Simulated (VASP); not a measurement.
Calculation: PBEsol GGA, VASP's PBE PAW potentials (set 64) (plane waves; VASP).

The input files of a VASP run:

INCAR:
```
SYSTEM  =  FePt
PREC  =  Accurate; ENCUT  =  300; LREAL  =  .FALSE.
LASPH  =  .TRUE.
EDIFF  =  1E-6; NELM  =  100; ALGO  =  Normal
LMAXMIX  =  6
ISMEAR  =  0; SIGMA  =  0.1
GGA  =  PS
ISPIN  =  2
ISIF  =  2
LWAVE  =  .FALSE.; LCHARG  =  .FALSE.; LORBIT  =  11
```

**KPOINTS**
```
Automatic mesh
0
Gamma
12 12 9
0 0 0
```

**POSCAR**
```
FePt
1
    2.6870800000     0.0000000000     0.0000000000
    0.0000000000     2.6870800000     0.0000000000
    0.0000000000     0.0000000000     3.6813000000
Fe Pt
1 1
Direct
  0.0000000000   0.0000000000   0.0000000000
  0.5000000000   0.5000000000   0.5000000000
```

POTCAR, in this order: Fe Pt (PBE.64 set). Program: vasp_std. The INCAR's line for the spin-polarised start is left out here.

At this cut-off the stress carries a Pulay error, which pulls relaxed volumes low. The run has a spin-polarised start. Unless said otherwise, spin-orbit coupling is left out, though it shifts the bands of the heavy elements here.

Q: Estimate the energy per atom (σ→0), cell moment, pressure, band gap (on the k-mesh).

A: 
```
Item                                                        Result
------------------------  ----------------------------------------
energy per atom (σ→0)                               -8.152 eV/atom
cell moment                                                3.21 μB
band gap (on the k-mesh)  none (metal, semimetal or under 0.01 eV)
pressure                                                  1.63 GPa
```

File OSZICAR:
```
...
DAV:   9    -0.163262936553E+02    0.41753E-01   -0.51959E-02 13064   0.412E+00    0.214E+00
DAV:  10    -0.163068899847E+02    0.19404E-01   -0.36184E-02 12704   0.395E+00    0.537E-01
DAV:  11    -0.163068228483E+02    0.67136E-04   -0.28414E-03 10360   0.599E-01    0.247E-01
DAV:  12    -0.163068075248E+02    0.15324E-04   -0.17211E-04 10784   0.148E-01    0.761E-02
DAV:  13    -0.163068023635E+02    0.51612E-05   -0.18604E-05 11400   0.620E-02    0.347E-02
DAV:  14    -0.163067978410E+02    0.45226E-05   -0.61270E-06 10496   0.573E-02    0.117E-02
DAV:  15    -0.163067972027E+02    0.63826E-06   -0.50961E-07  5032   0.779E-03
   1 F= -.16306797E+02 E0= -.16303218E+02  d E =-.715782E-02  mag=     3.2119
```

The structure comes from a computed database's FePt entry; how it stands against other phases isn't given here. The cell was not relaxed at this level. The run is one of a series of settings (GGA = PS against the base run), some of them coarse on purpose.
